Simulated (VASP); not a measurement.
# A VASP study of PbF2 (Fluorocronite) (AM05): structure first, properties next, part 4 of 4

Wanted: the relaxed cell of PbF2 (Fluorocronite) and its properties. The start is a cell from a database of measured crystal structures.

VASP 6.6.1; AM05; plane waves and PAW (Pb_d, F).

So far, gap on the k-mesh (eV): step 2 (full relaxation (AM05)) 4.40; step 5 (density of states (AM05)) 4.40. The relaxed cell has a = 5.923 Å (conventional setting).

The database entry behind the starting cell differs from later determinations by our own check (0.1 to 0.3 % short, probably kX units), so it need not match the best structure at ambient conditions.

**8. Response to an electric field (AM05)**

The response to a static field gives the electronic dielectric tensor and the Born charges. It needs tightly converged orbitals, hence the small EDIFF.

Contents of INCAR:

```
SYSTEM = PbF2
PREC = Accurate
ENCUT = 520
EDIFF = 1E-08
NELM = 100
ISMEAR = 0
SIGMA = 0.01
LREAL = .FALSE.
ALGO = Normal
GGA = AM
NBANDS = 20
LORBIT = 11
LWAVE = .FALSE.
LCHARG = .FALSE.
KPAR = 2
LEPSILON = .TRUE.
```

Contents of POSCAR:

```
PbF2
1.0
    0.0000000000      2.9614600048      2.9614600048
    2.9614600048      0.0000000000      2.9614600048
    2.9614600048      2.9614600048      0.0000000000
Pb F
1 2
Direct
    0.0000000000      0.0000000000      0.0000000000
    0.2500000000      0.2500000000      0.2500000000
    0.7500000000      0.7500000000      0.7500000000
```

Contents of KPOINTS:

```
Automatic mesh
0
Gamma
10 10 10
0 0 0
```

Potentials, in the order of the species: Pb_d and F (PBE family, release 64).

Command:

```console
$ mpirun -np 2 vasp_std
```

Log:

```text
[... set-up lines as in an earlier step ...]
 entering main loop
       N       E                     dE             d eps       ncg     rms          rms(c)
DAV:   1     0.305082513363E+03    0.30508E+03   -0.14899E+04  1888   0.161E+03
DAV:   2     0.113040058728E+02   -0.29378E+03   -0.27786E+03  2072   0.442E+02
DAV:   3    -0.151895884079E+02   -0.26494E+02   -0.26138E+02  2224   0.143E+02
DAV:   4    -0.159619690940E+02   -0.77238E+00   -0.77181E+00  2140   0.256E+01
DAV:   5    -0.159889220806E+02   -0.26953E-01   -0.26952E-01  2360   0.495E+00    0.715E+00
DAV:   6    -0.143984441977E+02    0.15905E+01   -0.76155E+00  2552   0.221E+01    0.265E+00
DAV:   7    -0.143900464249E+02    0.83978E-02   -0.37799E-01  1936   0.395E+00    0.153E+00
DAV:   8    -0.143885866048E+02    0.14598E-02   -0.96051E-02  1920   0.357E+00    0.502E-01
DAV:   9    -0.143860572707E+02    0.25293E-02   -0.17614E-02  2412   0.101E+00    0.102E-01
DAV:  10    -0.143875497627E+02   -0.14925E-02   -0.18112E-03  1896   0.374E-01    0.303E-02
DAV:  11    -0.143875547897E+02   -0.50269E-05   -0.10459E-04  2188   0.993E-02    0.116E-02
DAV:  12    -0.143875717049E+02   -0.16915E-04   -0.37370E-05  1984   0.566E-02    0.863E-03
DAV:  13    -0.143875700997E+02    0.16051E-05   -0.10256E-05  2588   0.347E-02    0.120E-03
DAV:  14    -0.143875701803E+02   -0.80570E-07   -0.58541E-07  1980   0.592E-03    0.613E-04
DAV:  15    -0.143875701913E+02   -0.10988E-07   -0.17176E-08  1928   0.132E-03    0.285E-04
DAV:  16    -0.143875701906E+02    0.70486E-09   -0.77973E-09  1592   0.882E-04
   1 F= -.14387570E+02 E0= -.14387570E+02  d E =-.903791E-54
 Linear response reoptimize wavefunctions to high precision
DAV:   1    -0.143875701937E+02   -0.30936E-08   -0.88402E-10  1416   0.306E-04
DAV:   2    -0.143875701937E+02    0.15007E-10   -0.15906E-10  1132   0.134E-04
 Linear response G [H, r] |phi>, progress :
  Direction:   1
       N       E                     dE             d eps       ncg     rms
RMM:   1    -0.107810263409E+03   -0.10781E+03    0.38692E+01  3153   0.126E+02
RMM:   2    -0.105559518528E+03    0.22507E+01   -0.13855E+01  3093   0.300E+01
RMM:   3    -0.105634404227E+03   -0.74886E-01   -0.85789E-01  3194   0.835E+00
RMM:   4    -0.105642413117E+03   -0.80089E-02   -0.14742E-01  3154   0.366E+00
RMM:   5    -0.105644352189E+03   -0.19391E-02   -0.28228E-02  3139   0.151E+00
RMM:   6    -0.105644859590E+03   -0.50740E-03   -0.10183E-02  3167   0.865E-01
RMM:   7    -0.105645022585E+03   -0.16299E-03   -0.37082E-03  3205   0.478E-01
RMM:   8    -0.105645085062E+03   -0.62477E-04   -0.16289E-03  3392   0.283E-01
RMM:   9    -0.105645099613E+03   -0.14551E-04   -0.51988E-04  3437   0.152E-01
RMM:  10    -0.105645101484E+03   -0.18716E-05   -0.14582E-04  3456   0.684E-02
RMM:  11    -0.105645100365E+03    0.11195E-05   -0.42433E-05  3371   0.349E-02
RMM:  12    -0.105645100843E+03   -0.47847E-06   -0.27189E-05  3190   0.192E-02
RMM:  13    -0.105645100467E+03    0.37667E-06   -0.15205E-05  2903   0.919E-03
RMM:  14    -0.105645100762E+03   -0.29553E-06   -0.36751E-05  2881   0.631E-03
RMM:  15    -0.105645101445E+03   -0.68279E-06   -0.83774E-05  2796   0.427E-03
RMM:  16    -0.105645101115E+03    0.32960E-06   -0.82597E-05  2805   0.347E-03
RMM:  17    -0.105645101330E+03   -0.21449E-06   -0.59130E-05  2752   0.311E-03
RMM:  18    -0.105645101160E+03    0.16956E-06   -0.19619E-05  2750   0.286E-03
RMM:  19    -0.105645101272E+03   -0.11220E-06   -0.26054E-05  2715   0.275E-03
RMM:  20    -0.105645100752E+03    0.52043E-06    0.18782E-05  2683   0.266E-03
RMM:  21    -0.105645101018E+03   -0.26641E-06   -0.38456E-06  2651   0.265E-03
 Linear response G [H, r] |phi>, progress :
  Direction:   2
       N       E                     dE             d eps       ncg     rms
RMM:   1    -0.108598945037E+03   -0.10860E+03    0.16458E+01  3190   0.125E+02
RMM:   2    -0.104123692721E+03    0.44753E+01   -0.14635E+01  3089   0.300E+01
RMM:   3    -0.104173096118E+03   -0.49403E-01   -0.85089E-01  3195   0.833E+00
RMM:   4    -0.104181930835E+03   -0.88347E-02   -0.13217E-01  3136   0.344E+00
RMM:   5    -0.104183458143E+03   -0.15273E-02   -0.22139E-02  3156   0.136E+00
RMM:   6    -0.104183996150E+03   -0.53801E-03   -0.74175E-03  3163   0.743E-01
RMM:   7    -0.104184062612E+03   -0.66462E-04   -0.23152E-03  3186   0.400E-01
RMM:   8    -0.104184148202E+03   -0.85590E-04   -0.12323E-03  3406   0.238E-01
RMM:   9    -0.104184135925E+03    0.12278E-04   -0.22651E-04  3402   0.137E-01
RMM:  10    -0.104184147514E+03   -0.11589E-04   -0.61009E-05  3501   0.707E-02
RMM:  11    -0.104184141222E+03    0.62918E-05    0.91085E-05  3370   0.348E-02
RMM:  12    -0.104184142785E+03   -0.15633E-05    0.96208E-05  3198   0.200E-02
RMM:  13    -0.104184144906E+03   -0.21208E-05    0.85762E-05  2947   0.991E-03
RMM:  14    -0.104184148561E+03   -0.36551E-05    0.47835E-05  2883   0.518E-03
RMM:  15    -0.104184138949E+03    0.96120E-05    0.15276E-04  2758   0.347E-03
RMM:  16    -0.104184140606E+03   -0.16576E-05    0.15391E-04  2763   0.278E-03
RMM:  17    -0.104184139582E+03    0.10247E-05    0.11657E-04  2723   0.248E-03
RMM:  18    -0.104184138460E+03    0.11221E-05    0.12432E-04  2703   0.232E-03
RMM:  19    -0.104184138226E+03    0.23349E-06    0.16069E-04  2689   0.222E-03
RMM:  20    -0.104184138358E+03   -0.13165E-06    0.14821E-04  2641   0.223E-03
RMM:  21    -0.104184139327E+03   -0.96938E-06    0.12708E-04  2566   0.217E-03
 Linear response G [H, r] |phi>, progress :
  Direction:   3
       N       E                     dE             d eps       ncg     rms
RMM:   1    -0.102622533316E+03   -0.10262E+03    0.10177E+02  3104   0.127E+02
RMM:   2    -0.105098869250E+03   -0.24763E+01   -0.10296E+01  3034   0.267E+01
RMM:   3    -0.105194054756E+03   -0.95186E-01   -0.59265E-01  3135   0.722E+00
RMM:   4    -0.105203680010E+03   -0.96253E-02   -0.11950E-01  3116   0.300E+00
RMM:   5    -0.105205724689E+03   -0.20447E-02   -0.21602E-02  3077   0.129E+00
RMM:   6    -0.105206122187E+03   -0.39750E-03   -0.93474E-03  3097   0.712E-01
RMM:   7    -0.105206227783E+03   -0.10560E-03   -0.34509E-03  3162   0.401E-01
RMM:   8    -0.105206248525E+03   -0.20742E-04   -0.11677E-03  3288   0.217E-01
RMM:   9    -0.105206251747E+03   -0.32220E-05   -0.27779E-04  3276   0.990E-02
RMM:  10    -0.105206251955E+03   -0.20746E-06   -0.61060E-05  3263   0.486E-02
RMM:  11    -0.105206252279E+03   -0.32411E-06   -0.99942E-06  3080   0.233E-02
RMM:  12    -0.105206251991E+03    0.28775E-06    0.67457E-06  2818   0.116E-02
RMM:  13    -0.105206252095E+03   -0.10360E-06    0.75551E-06  2566   0.644E-03
[...]
RMM:   2    -0.391084045462E+00   -0.18678E-01   -0.18746E-02  3300   0.979E-01
RMM:   3    -0.391372035829E+00   -0.28799E-03   -0.12623E-03  3328   0.301E-01
RMM:   4    -0.391414253254E+00   -0.42217E-04   -0.25928E-04  3160   0.118E-01
RMM:   5    -0.391419775810E+00   -0.55226E-05   -0.75337E-05  3230   0.611E-02
RMM:   6    -0.391423251691E+00   -0.34759E-05   -0.43180E-05  3295   0.346E-02
RMM:   7    -0.391423024542E+00    0.22715E-06   -0.17179E-05  3276   0.203E-02
RMM:   8    -0.391423095907E+00   -0.71365E-07   -0.43471E-06  3239   0.115E-02
RMM:   9    -0.391423099690E+00   -0.37826E-08   -0.58267E-07  2872   0.456E-03
RMM:  10    -0.391423102722E+00   -0.30320E-08   -0.16413E-07  2293   0.252E-03
RMM:  11    -0.391423102775E+00   -0.53321E-10   -0.36666E-08  1909   0.114E-03
 change of polarisation eV/A/(eV/A) component  1 :     0.783    -0.038    -0.055
 dielectric tensor                  component  1 :     3.727    -0.131    -0.192
 Linear response to external field (no local field effect), progress :
  Direction:   2
       N       E                     dE             d eps       ncg     rms          rms(c)
RMM:   1    -0.336739727983E+00   -0.33674E+00   -0.12863E+00  3358   0.402E+00
RMM:   2    -0.354804189876E+00   -0.18064E-01   -0.15442E-02  3262   0.931E-01
RMM:   3    -0.355018150431E+00   -0.21396E-03   -0.90680E-04  3327   0.301E-01
RMM:   4    -0.355072057387E+00   -0.53907E-04   -0.22376E-04  3147   0.115E-01
RMM:   5    -0.355074112743E+00   -0.20554E-05   -0.58884E-05  3247   0.623E-02
RMM:   6    -0.355077721549E+00   -0.36088E-05   -0.36967E-05  3290   0.341E-02
RMM:   7    -0.355077361164E+00    0.36039E-06   -0.12659E-05  3250   0.201E-02
RMM:   8    -0.355077476491E+00   -0.11533E-06   -0.39309E-06  3266   0.118E-02
RMM:   9    -0.355077482028E+00   -0.55375E-08   -0.73085E-07  2919   0.531E-03
RMM:  10    -0.355077485179E+00   -0.31507E-08   -0.19773E-07  2304   0.290E-03
RMM:  11    -0.355077485602E+00   -0.42326E-09   -0.36635E-08  1976   0.118E-03
 change of polarisation eV/A/(eV/A) component  2 :    -0.038     0.710     0.076
 dielectric tensor                  component  2 :    -0.131     3.474     0.264
 Linear response to external field (no local field effect), progress :
  Direction:   3
       N       E                     dE             d eps       ncg     rms          rms(c)
RMM:   1    -0.385884363314E+00   -0.38588E+00   -0.16110E+00  3371   0.406E+00
RMM:   2    -0.405443694886E+00   -0.19559E-01   -0.19539E-02  3304   0.979E-01
RMM:   3    -0.405794672533E+00   -0.35098E-03   -0.15271E-03  3319   0.268E-01
RMM:   4    -0.405819863394E+00   -0.25191E-04   -0.20304E-04  3082   0.100E-01
RMM:   5    -0.405825075384E+00   -0.52120E-05   -0.32744E-05  3169   0.452E-02
RMM:   6    -0.405825961799E+00   -0.88641E-06   -0.11928E-05  3188   0.235E-02
RMM:   7    -0.405826082625E+00   -0.12083E-06   -0.50635E-06  3170   0.139E-02
RMM:   8    -0.405826124008E+00   -0.41383E-07   -0.13004E-06  3058   0.718E-03
RMM:   9    -0.405826123846E+00    0.16223E-09   -0.41161E-07  2759   0.409E-03
RMM:  10    -0.405826124520E+00   -0.67464E-09   -0.87712E-08  2342   0.197E-03
 change of polarisation eV/A/(eV/A) component  3 :    -0.055     0.076     0.812
 dielectric tensor                  component  3 :    -0.192     0.264     3.827
 Linear response to external field, progress :
  Direction:   1
       N       E                     dE             d eps       ncg     rms          rms(c)
RMM:   1    -0.365003444963E+00   -0.36500E+00   -0.14665E+00  7287   0.406E+00
RMM:   2    -0.383777568249E+00   -0.18774E-01   -0.17907E-02  7123   0.962E-01    0.117E+00
RMM:   3    -0.348561524687E+00    0.35216E-01   -0.28648E-02  6326   0.122E+00    0.573E-01
RMM:   4    -0.356089006325E+00   -0.75275E-02   -0.26302E-02  7194   0.106E+00    0.136E-01
RMM:   5    -0.362348022101E+00   -0.62590E-02   -0.12806E-03  6974   0.325E-01    0.252E-02
RMM:   6    -0.363734937334E+00   -0.13869E-02   -0.14094E-04  6616   0.128E-01    0.145E-02
RMM:   7    -0.363978443431E+00   -0.24351E-03   -0.57684E-05  6229   0.608E-02    0.194E-03
RMM:   8    -0.364096919158E+00   -0.11848E-03   -0.62477E-06  6893   0.287E-02    0.945E-04
RMM:   9    -0.364081313123E+00    0.15606E-04   -0.51605E-06  6554   0.143E-02    0.358E-04
RMM:  10    -0.364088147388E+00   -0.68343E-05    0.96276E-08  6948   0.761E-03    0.116E-04
RMM:  11    -0.364088070333E+00    0.77055E-07   -0.10229E-06  7018   0.373E-03    0.713E-05
RMM:  12    -0.364088308209E+00   -0.23788E-06    0.47907E-07  6265   0.183E-03    0.305E-05
RMM:  13    -0.364087898665E+00    0.40954E-06   -0.34679E-07  5543   0.811E-04    0.217E-05
RMM:  14    -0.364087748199E+00    0.15047E-06    0.18615E-07  4658   0.315E-04    0.435E-06
 change of polarisation eV/A/(eV/A) component  1 :     0.670    -0.019    -0.011
 dielectric tensor                  component  1 :     3.333    -0.068    -0.039
 Linear response to external field, progress :
  Direction:   2
       N       E                     dE             d eps       ncg     rms          rms(c)
RMM:   1    -0.365013609207E+00   -0.36501E+00   -0.14666E+00  7311   0.406E+00
RMM:   2    -0.383777381777E+00   -0.18764E-01   -0.17910E-02  7120   0.962E-01    0.117E+00
RMM:   3    -0.348559174301E+00    0.35218E-01   -0.28644E-02  6332   0.122E+00    0.573E-01
RMM:   4    -0.356087822629E+00   -0.75286E-02   -0.26305E-02  7201   0.106E+00    0.136E-01
RMM:   5    -0.362345986746E+00   -0.62582E-02   -0.12824E-03  6984   0.325E-01    0.252E-02
RMM:   6    -0.363734456452E+00   -0.13885E-02   -0.13710E-04  6627   0.128E-01    0.145E-02
RMM:   7    -0.363978345385E+00   -0.24389E-03   -0.59686E-05  6233   0.608E-02    0.194E-03
RMM:   8    -0.364096556310E+00   -0.11821E-03   -0.49130E-06  6891   0.288E-02    0.944E-04
RMM:   9    -0.364081216412E+00    0.15340E-04   -0.56595E-06  6567   0.144E-02    0.358E-04
RMM:  10    -0.364087915658E+00   -0.66992E-05    0.22563E-07  6944   0.768E-03    0.117E-04
RMM:  11    -0.364087832578E+00    0.83081E-07   -0.10985E-06  6927   0.382E-03    0.728E-05
RMM:  12    -0.364087969556E+00   -0.13698E-06    0.49091E-07  6361   0.188E-03    0.309E-05
RMM:  13    -0.364087615363E+00    0.35419E-06   -0.32982E-07  5561   0.837E-04    0.222E-05
RMM:  14    -0.364087481869E+00    0.13349E-06    0.18613E-07  4616   0.329E-04    0.337E-06
 change of polarisation eV/A/(eV/A) component  2 :    -0.004     0.670     0.015
 dielectric tensor                  component  2 :    -0.014     3.333     0.051
 Linear response to external field, progress :
  Direction:   3
       N       E                     dE             d eps       ncg     rms          rms(c)
RMM:   1    -0.365013236578E+00   -0.36501E+00   -0.14666E+00  7313   0.406E+00
RMM:   2    -0.383777169416E+00   -0.18764E-01   -0.17909E-02  7120   0.962E-01    0.117E+00
RMM:   3    -0.348558994839E+00    0.35218E-01   -0.28644E-02  6332   0.122E+00    0.573E-01
RMM:   4    -0.356087793080E+00   -0.75288E-02   -0.26304E-02  7201   0.106E+00    0.136E-01
RMM:   5    -0.362346028823E+00   -0.62582E-02   -0.12818E-03  6983   0.325E-01    0.252E-02
RMM:   6    -0.363734557122E+00   -0.13885E-02   -0.13792E-04  6626   0.128E-01    0.145E-02
RMM:   7    -0.363978282253E+00   -0.24373E-03   -0.59249E-05  6235   0.608E-02    0.194E-03
RMM:   8    -0.364096562437E+00   -0.11828E-03   -0.50456E-06  6892   0.288E-02    0.944E-04
RMM:   9    -0.364081201680E+00    0.15361E-04   -0.54995E-06  6555   0.144E-02    0.358E-04
RMM:  10    -0.364087915318E+00   -0.67136E-05    0.19375E-07  6948   0.768E-03    0.117E-04
RMM:  11    -0.364087823969E+00    0.91349E-07   -0.10422E-06  6920   0.382E-03    0.728E-05
RMM:  12    -0.364087951384E+00   -0.12742E-06    0.50647E-07  6381   0.190E-03    0.309E-05
RMM:  13    -0.364087604316E+00    0.34707E-06   -0.29364E-07  5561   0.836E-04    0.220E-05
RMM:  14    -0.364087474832E+00    0.12948E-06    0.21014E-07  4629   0.331E-04    0.340E-06
 change of polarisation eV/A/(eV/A) component  3 :     0.010     0.004     0.670
 dielectric tensor                  component  3 :     0.034     0.013     3.333
 Born effective charges drift removed
```

The job ended after 2.5 min (2 MPI ranks of Intel Xeon 6975P-C (Granite Rapids), shared host; peak memory 0.83 GiB; 4.5 min of CPU time).

Parts of OUTCAR (step 8):

```text
   k-points           NKPTS =     47   k-points in BZ     NKDIM =     47   number of bands    NBANDS=     20

   NELECT =      28.0000    total number of electrons

  Total        0.0051683      0.0051683      0.0051683     -0.0000000      0.0000000     -0.0000000
  in kB        0.1594094      0.1594094      0.1594094     -0.0000000      0.0000000     -0.0000000
  external PRESSURE =       0.1594094 kB  Pullay stress =       0.0000000 kB

 POSITION                                       TOTAL-FORCE (eV/Angst)
 -----------------------------------------------------------------------------------
      0.00000      0.00000      0.00000         0.000000     -0.000000     -0.000000
      1.48073      1.48073      1.48073        -0.000000     -0.000000     -0.000000
      4.44219      4.44219      4.44219         0.000000      0.000000      0.000000
 -----------------------------------------------------------------------------------
    total drift:                                0.000000     -0.000000      0.000000

 MACROSCOPIC STATIC DIELECTRIC TENSOR (including local field effects in DFT)
 ------------------------------------------------------
           3.332633    -0.000000    -0.000000
          -0.000000     3.332633    -0.000000
           0.000000     0.000000     3.332633
 ------------------------------------------------------

 PIEZOELECTRIC TENSOR (including local field effects)  for field in x, y, z        (C/m^2)
          XX          YY          ZZ          XY          YZ          ZX
  --------------------------------------------------------------------------------
  x     0.00000     0.00000     0.00000     0.00000     0.00000     0.00000
  y     0.00000     0.00000     0.00000     0.00000     0.00000     0.00000
  z     0.00000     0.00000     0.00000     0.00000     0.00000     0.00000

 BORN EFFECTIVE CHARGES (including local field effects) (in |e|, cummulative output)
 ---------------------------------------------------------------------------------
 ion    1
    1     3.19823     0.00000     0.00000
    2     0.00000     3.19823     0.00000
    3     0.00000     0.00000     3.19823
 ion    2
    1    -1.59911     0.00000     0.00000
    2     0.00000    -1.59911     0.00000
    3     0.00000     0.00000    -1.59911
 ion    3
    1    -1.59911     0.00000     0.00000
    2     0.00000    -1.59911     0.00000
    3     0.00000     0.00000    -1.59911

[... 6 parts as in an earlier step ...]

[... 4 further parts left out ...]
```

Energies printed during the response cycles are not total energies of the cell.

This step gave:

* irreducible k-points: 47
* Fermi energy: 1.934 eV
* pressure: 0.01594 GPa
* valence top at k: -0.3, 0.4, 0.2
* gap on the k-mesh: 4.414 eV

Electronic dielectric tensor with local fields:

```
3.33 0.00 0.00
0.00 3.33 0.00
0.00 0.00 3.33
```

Born effective charge (e), principal values of the symmetric part by kind of site:

```tsv
atom	atoms with these values	low	middle	high	mean
Pb1	1	3.20	3.20	3.20	3.20
F2	2	-1.60	-1.60	-1.60	-1.60
```

In full for F2:

```
-1.60  0.00  0.00
 0.00 -1.60  0.00
 0.00  0.00 -1.60
```

The Born charges sum to zero; the printed set may have that rule imposed, so this is no test. The mean Born charge of F, -1.60 e, exceeds its nominal -1, the mark of charge that flows along bonds as atoms move.

**9. What came out**

```json
{
 "relaxed volume": "17.32 Å³/atom",
 "relaxed conventional cell a, b, c": "5.923, 5.923, 5.923 Å",
 "space group after relaxing, within 0.02 Å": "Fm-3m (No. 225)",
 "band gap": "4.40 eV, indirect (least direct gap of that run 4.55 eV)",
 "gap among the points of the DOS mesh alone, an upper bound": "4.40 eV",
 "strongest peak of ε2, mean over directions": "7.82 eV",
 "ε1 at zero frequency, no local fields, mean": "3.59",
 "largest field gradient Vzz": "zero within the noise on all sites",
 "electronic dielectric constant, mean": "3.33"
}
```

**Reading.** With AM05, PbF2 (Fluorocronite) relaxes to 17.32 Å³/atom in space group Fm-3m (held by the symmetry of the run) and has an indirect gap of 4.40 eV. Against the listed cell the volume lies -0.2 %. Band structure (AM05): On this path the gap is indirect, 4.40 eV, with the valence top at W and the conduction bottom at X. The least direct gap is 4.55 eV. Response to an electric field (AM05): The electronic dielectric tensor with local fields is isotropic, 3.33. Response to an electric field (AM05): Mean Born effective charge: Pb1 3.20, F2 -1.60 e. Spin-orbit coupling is left out, and with elements this heavy it would split and shift bands near the edges, and it can change the kind of a small gap. No search among competing phases was made, and a listed structure need not be the one stable at ambient conditions. All values are for a static lattice at zero temperature.

[Lines on the potential files, build, host, timing and source positions are cut from VASP's logs without a mark.]

[Logs are printed without paths, hosts, clocks, repeated set-up lines and the standing remarks that a program may print on its own settings, such as how far it seeks lower states.]

[Hosts, paths, dates, database ids (printed as entryN), source tags and the programs' standing remarks are cut or masked in the printed files.]

[A measured line is paired with the nearest computed mode of its activity, which favours agreement.]
